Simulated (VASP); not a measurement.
Given:

```yaml
crystal:
  lattice:
    - [2.68180, 0.00000, 0.00000]
    - [-1.34090, 2.32251, 0.00000]
    - [0.00000, 0.00000, 7.98334]
  atoms:
    - { symbol: Fe, position: [0.00000, 0.00000, 0.00000], spin: 2.0 }
    - { symbol: Fe, position: [0.00000, 0.00000, 0.50000], spin: 2.0 }
    - { symbol: Al, position: [0.33333, 0.66667, 0.25000] }
    - { symbol: Al, position: [0.66667, 0.33333, 0.75000] }
```

All values below come from PBEsol GGA, VASP's PBE PAW potentials (set 64) (plane waves; VASP). Numerical set-up: 400 eV cut-off, Gaussian smearing of 0.050 eV, potentials Fe Al.

Give the spin-up energies of bands 3 to 16 at the high-symmetry points, in eV from the Fermi level.

```json
[
 {"band": "3", "Γ": "-6.77", "M": "-3.68", "K": "-2.99", "A": "-4.97", "L": "-4.08", "H": "-2.76"},
 {"band": "4", "Γ": "-3.15", "M": "-3.17", "K": "-2.75", "A": "-4.97", "L": "-4.08", "H": "-2.76"},
 {"band": "5", "Γ": "-1.67", "M": "-2.71", "K": "-2.75", "A": "-1.57", "L": "-2.36", "H": "-2.66"},
 {"band": "6", "Γ": "-1.52", "M": "-2.48", "K": "-2.00", "A": "-1.57", "L": "-2.36", "H": "-2.66"},
 {"band": "7", "Γ": "-0.97", "M": "-2.35", "K": "-2.00", "A": "-0.97", "L": "-1.51", "H": "-2.00"},
 {"band": "8", "Γ": "-0.97", "M": "-0.78", "K": "-1.55", "A": "-0.97", "L": "-1.51", "H": "-2.00"},
 {"band": "9", "Γ": "-0.97", "M": "-0.43", "K": "-1.55", "A": "-0.97", "L": "-0.36", "H": "-1.59"},
 {"band": "10", "Γ": "-0.97", "M": "-0.43", "K": "-1.12", "A": "-0.97", "L": "-0.36", "H": "-1.59"},
 {"band": "11", "Γ": "0.06", "M": "-0.29", "K": "-0.64", "A": "0.09", "L": "0.63", "H": "1.28"},
 {"band": "12", "Γ": "0.06", "M": "0.73", "K": "1.07", "A": "0.09", "L": "0.63", "H": "1.28"},
 {"band": "13", "Γ": "0.13", "M": "0.73", "K": "1.07", "A": "0.09", "L": "0.73", "H": "1.33"},
 {"band": "14", "Γ": "0.13", "M": "1.78", "K": "2.21", "A": "0.09", "L": "0.73", "H": "1.33"},
 {"band": "15", "Γ": "3.48", "M": "2.54", "K": "3.62", "A": "6.00", "L": "3.99", "H": "2.64"},
 {"band": "16", "Γ": "9.23", "M": "4.33", "K": "3.62", "A": "6.00", "L": "3.99", "H": "2.64"}
]
```

Give the spin-down energies of bands 3 to 16 at the high-symmetry points, in eV from the Fermi level.

```csv
band,Γ,M,K,A,L,H
3,-6.77,-3.68,-2.99,-4.97,-4.08,-2.76
4,-3.15,-3.17,-2.75,-4.97,-4.08,-2.76
5,-1.67,-2.71,-2.75,-1.57,-2.36,-2.66
6,-1.52,-2.48,-2.00,-1.57,-2.36,-2.66
7,-0.97,-2.35,-2.00,-0.97,-1.51,-2.00
8,-0.97,-0.78,-1.55,-0.97,-1.51,-2.00
9,-0.97,-0.43,-1.55,-0.97,-0.36,-1.59
10,-0.97,-0.43,-1.12,-0.97,-0.36,-1.59
11,0.06,-0.29,-0.64,0.09,0.63,1.28
12,0.06,0.73,1.07,0.09,0.63,1.28
13,0.13,0.73,1.07,0.09,0.73,1.33
14,0.13,1.78,2.21,0.09,0.73,1.33
15,3.48,2.54,3.62,6.00,3.99,2.64
16,9.23,4.33,3.62,6.00,3.99,2.64
```

It has no gap at this level: it comes out as a metal or semimetal.

The structure was generated: FeAl was put into the NiAs type type (P6_3/mmc), which need not be its known phase. It was relaxed first, which changed the volume by -37 %.
